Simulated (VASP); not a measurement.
Here is the system:

```
ZrC
1.0
    0.00000     2.35000     2.35000
    2.35000     0.00000     2.35000
    2.35000     2.35000     0.00000
Zr C
1 1
Direct
  0.00000   0.00000   0.00000
  0.50000   0.50000   0.50000
```

Calculation: vdW-DF-cx, VASP's PBE PAW potentials (set 64) (plane waves; VASP). Settings: 520 eV cut-off, 12×12×12 Γ-centred mesh, first-order Methfessel-Paxton smearing of 0.10 eV, potentials Zr_sv C.

Task: The ions, cell shape and volume are relaxed. Give the cell that the relaxation ends in.

Result: 
```
ZrC
1.0
    0.00000     2.34212     2.34212
    2.34212     0.00000     2.34212
    2.34212     2.34212     0.00000
Zr C
1 1
Direct
  0.00000   0.00000   0.00000
  0.50000   0.50000   0.50000
```
Space group Fm-3m (225), at a tolerance of 0.03 Å.

Task: How do energy and volume change from the first to the last step?

Result: The energy (σ→0) changes by -0.9 meV/atom and the volume by -1.0 %, in 3 ionic steps.

The compound is ZrC in the rock salt structure. This run relaxes it. Symmetry was kept, so distortions that lower it aren't found.
